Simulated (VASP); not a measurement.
Consider the following.

```xyz
2
Lattice="0.0000 2.9713 2.9713 2.9713 0.0000 2.9713 2.9713 2.9713 0.0000" Properties=species:S:1:pos:R:3 pbc="T T T"
In     0.0000     0.0000     0.0000
P      1.4857     1.4857     1.4857
```

Computed with r2SCAN+rVV10, VASP's PBE PAW potentials (set 64) (plane waves; VASP). Settings: 520 eV cut-off, 8×8×8 Γ-centred mesh, Gaussian smearing of 0.050 eV, potentials In_d P.

Unless said otherwise, spin-orbit coupling is left out, though it shifts the bands of the heavy elements here.

Problem. Estimate the energy per atom (σ→0), pressure, band gap (on the k-mesh) with the smallest direct gap where there is one.

Solution. 
```json
{
  "band gap (on the k-mesh)": "0.90 eV",
  "smallest direct gap (on the k-mesh)": "0.90 eV",
  "energy per atom (σ→0)": "-15.901 eV/atom",
  "pressure": "-1.95 GPa"
}
```

The compound is InP in the zinc blende structure. This cell is one point of a volume scan, at 1.03 of the reference volume.
